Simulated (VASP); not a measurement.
Consider the following.

```xyz
2
Lattice="0.0000 2.1753 2.1753 2.1753 0.0000 2.1753 2.1753 2.1753 0.0000" Properties=species:S:1:pos:R:3 pbc="T T T"
Ta     2.1753     2.1753     2.1753
N      0.0000     0.0000     0.0000
```

Computed with PBE GGA, VASP's PBE PAW potentials (set 64) (plane waves; VASP). Numerical set-up: 400 eV cut-off, 13×13×13 Γ-centred mesh, Gaussian smearing of 0.20 eV, potentials Ta_pv N.

At this cut-off the stress carries a Pulay error, which pulls relaxed volumes low.

Give the stress tensor in GPa (positive for a compressed cell).

```
14.01   0.00   0.00
 0.00  14.01   0.00
 0.00   0.00  14.01
```
The pressure is its mean diagonal, 14.01 GPa.

The structure comes from a computed database's TaN entry; how it stands against other phases isn't given here. The cell was not relaxed at this level. VASP warned that the highest band is occupied, so more bands are needed.
